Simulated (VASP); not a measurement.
Method: HSE06 screened hybrid, VASP's PBE PAW potentials (set 64) (plane waves; VASP).

A VASP calculation is set up with these files.

### POSCAR
```
Ga32P31
1
   11.0671092084     0.0000000000     0.0000000000
    0.0000000000    11.0671092084     0.0000000000
    0.0000000000     0.0000000000    11.0671092084
Ga P
32 31
Direct
  0.4997167409   0.9972218748   0.0034237333
  0.7544937452   0.2454752502   0.9933024040
  0.7495357071   0.0055482094   0.2540585893
  0.0012652683   0.9989836844   0.0023400154
  0.2477633253   0.2496350322   0.0029771094
  0.4958320334   0.5045157542   0.9931309618
  0.7505003780   0.7526285843   0.0029963419
  0.2556153578   0.0053723965   0.2524780464
  0.5326403866   0.2830599813   0.2389831034
  0.7172632008   0.4668635998   0.2391923549
  0.5009468754   0.0061868220   0.4959811085
  0.7176542875   0.2828221620   0.5104062584
  0.7508349742   0.9975655557   0.7463631863
  0.0024252229   0.5001652077   0.0036612841
  0.2492950896   0.7501423631   0.0023056341
  0.9944508981   0.2497476644   0.2540677490
  0.2555006750   0.4991136267   0.2542197092
  0.5007997936   0.7440392770   0.2538817001
  0.9944657353   0.0053246248   0.4975026609
  0.2561253851   0.2502398350   0.4964709726
  0.5325589762   0.4671561907   0.5102961582
  0.7492956902   0.7436162560   0.4966440831
  0.2490646644   0.9992682198   0.7480977515
  0.4960204383   0.2454947891   0.7569716711
  0.7539575272   0.5042430258   0.7569168239
  0.9941525103   0.7446716194   0.2529308533
  0.9942948835   0.4993142272   0.4959683373
  0.2557175234   0.7448563836   0.4973632052
  0.0023381362   0.2498090486   0.7467737912
  0.2478437506   0.5002601371   0.7463477343
  0.4993758542   0.7528733746   0.7466899284
  0.0011291890   0.7501879082   0.7480465244
  0.6286298316   0.1251749124   0.1206737639
  0.8749831613   0.3709086843   0.1207347019
  0.8588767183   0.1408671713   0.3841462805
  0.1230975448   0.1254212229   0.1297254477
  0.3750595808   0.3788373587   0.1203462981
  0.6218477315   0.6247653639   0.1204484645
  0.8744087918   0.8774038293   0.1297553802
  0.3912355768   0.1412131865   0.3658902661
  0.8586406128   0.6086645429   0.3661651481
  0.6219579017   0.1255009183   0.6294529260
  0.8746145849   0.3787497428   0.6295357539
  0.8795194150   0.1205891269   0.8695937749
  0.1270971366   0.6241776264   0.1304019960
  0.3758605579   0.8723773366   0.1298492251
  0.1249787871   0.3743304323   0.3753435473
  0.3910225266   0.6087475297   0.3837912889
  0.6251857425   0.8746903928   0.3753516028
  0.1272304572   0.1255203945   0.6203856329
  0.3757476501   0.3711987016   0.6295813790
  0.6278866144   0.6244200589   0.6297843401
  0.8745497871   0.8720261314   0.6202043448
  0.3709270706   0.1206640853   0.8805940659
  0.6250704786   0.3748138991   0.8753670460
  0.8791621578   0.6289619439   0.8806812534
  0.1250281139   0.8752076492   0.3748884985
  0.1229970470   0.6242870320   0.6198029948
  0.3755310599   0.8778927850   0.6200637704
  0.1250759816   0.3752494530   0.8747629022
  0.3708012763   0.6291372302   0.8690946137
  0.6251857516   0.8752356111   0.8746288254
  0.1251451283   0.8746079611   0.8750296823
```

### INCAR
```
! general
SYSTEM  =Ga32P31
PREC    =Normal
ENCUT   =400
LREAL   =Auto
LASPH   =.True.   ! aspherical one-centre terms
ISYM    =0
NELECT  =252.0

! electronic loop
EDIFF   =1E-5   ! SCF stop (eV)
NELM    =50
NELMIN  =4
ALGO    =Normal   ! blocked Davidson
LMAXMIX =4   ! l cut-off of mixed one-centre charges

! smearing
ISMEAR  =0
SIGMA   =0.05   ! width (eV)

! functional
GGA     =PE   ! PBE
LHFCALC =.True.
AEXX    =0.25
HFSCREEN=0.2   ! 1/Angstrom
PRECFOCK=Fast

! ions
ISIF    =0

! output
LWAVE   =.False.
LCHARG  =.False.
```

### KPOINTS
```
Automatic mesh
0
Gamma
1 1 1
0 0 0
```

POTCAR, in this order: Ga P (PBE.64 set). Program: vasp_gam. Read from the step before: WAVECAR.

The run wrote:

OSZICAR:
```
       N       E                     dE             d eps       ncg     rms          rms(c)
DAV:   1    -0.328507976257E+03   -0.32851E+03   -0.16938E+01   316   0.109E+01    0.105E+01
DAV:   2    -0.328630778564E+03   -0.12280E+00   -0.55028E-01   346   0.125E+00    0.696E+00
DAV:   3    -0.328597911940E+03    0.32867E-01   -0.28030E-02   354   0.300E-01    0.404E+00
DAV:   4    -0.328583525622E+03    0.14386E-01   -0.83739E-03   354   0.164E-01    0.227E+00
DAV:   5    -0.328578644975E+03    0.48806E-02   -0.26806E-03   360   0.897E-02    0.125E+00
DAV:   6    -0.328576921778E+03    0.17232E-02   -0.67129E-04   360   0.492E-02    0.687E-01
DAV:   7    -0.328576313362E+03    0.60842E-03   -0.21772E-04   352   0.298E-02    0.371E-01
DAV:   8    -0.328576108962E+03    0.20440E-03   -0.79204E-05   354   0.185E-02    0.197E-01
DAV:   9    -0.328576043791E+03    0.65171E-04   -0.26116E-05   258   0.110E-02    0.106E-01
DAV:  10    -0.328576024682E+03    0.19109E-04   -0.11162E-05   194   0.742E-03    0.542E-02
DAV:  11    -0.328576020200E+03    0.44823E-05   -0.43022E-06   186   0.430E-03
   1 F= -.32857602E+03 E0= -.32857602E+03  d E =-.560559E-16
```

### OUTCAR
```
------------------------ aborting loop because EDIFF is reached ----------------------------------------
  volume of cell :     1355.51
      direct lattice vectors                 reciprocal lattice vectors
    11.067109208  0.000000000  0.000000000     0.090357832  0.000000000  0.000000000
     0.000000000 11.067109208  0.000000000     0.000000000  0.090357832  0.000000000
     0.000000000  0.000000000 11.067109208     0.000000000  0.000000000  0.090357832
  FREE ENERGIE OF THE ION-ELECTRON SYSTEM (eV)
  ---------------------------------------------------
  free  energy   TOTEN  =      -328.5760202001 eV

  energy  without entropy=     -328.5760202001  energy(sigma->0) =     -328.57602020

  exchange ACFDT corr.  =         0.00000000  see jH, gK, PRB 81, 115126
```
(Selected blocks of OUTCAR.)

File OUTCAR:
```
 val. band max:        3.0497730779   @ k =   0.0000   0.0000   0.0000

 cond. band min:       4.5275357731   @ k =   0.0000   0.0000   0.0000


 Fermi energy:         3.3406858043

 k-point     1 :       0.0000    0.0000    0.0000
  band No.  band energies     occupation
      1     -10.9575      2.00000
      2      -9.9870      2.00000
      3      -9.9861      2.00000
      4      -9.9445      2.00000
      5      -9.9438      2.00000
      6      -9.9343      2.00000
      7      -9.8324      2.00000
      8      -9.2029      2.00000
      9      -9.1943      2.00000
     10      -9.1899      2.00000
     11      -9.1699      2.00000
     12      -9.1670      2.00000
     13      -9.1554      2.00000
     14      -9.1503      2.00000
     15      -9.1481      2.00000
     16      -9.1473      2.00000
     17      -9.0669      2.00000
     18      -9.0666      2.00000
     19      -9.0661      2.00000
     20      -8.9731      2.00000
     21      -8.9688      2.00000
     22      -8.8020      2.00000
     23      -8.4444      2.00000
     24      -8.1347      2.00000
     25      -8.1166      2.00000
     26      -8.0995      2.00000
     27      -8.0364      2.00000
     28      -8.0234      2.00000
     29      -7.9958      2.00000
     30      -7.9940      2.00000
     31      -7.9384      2.00000
     32      -4.7176      2.00000
     33      -4.7150      2.00000
     34      -4.6811      2.00000
     35      -4.6225      2.00000
     36      -4.6168      2.00000
     37      -4.5377      2.00000
     38      -4.5358      2.00000
     39      -4.5015      2.00000
     40      -4.4669      2.00000
     41      -4.4657      2.00000
     42      -4.3309      2.00000
     43      -4.2834      2.00000
     44      -4.2576      2.00000
     45      -4.2538      2.00000
     46      -3.3447      2.00000
     47      -3.3439      2.00000
     48      -3.3369      2.00000
     49      -3.3367      2.00000
     50      -3.3281      2.00000
     51      -3.3091      2.00000
...
```

The cell is charged, with a uniform compensating background. The supercell is sampled at Γ alone, which is coarse: total energies, pressure and levels can be off, energies of defects by several tenths of an eV.

The cell is a supercell with a defect, built from GaP (zinc blende): vac_P, charge -1. The cell's shape comes from a PBE relaxation. The run is not spin-polarised, so no state with unpaired spins was tried.
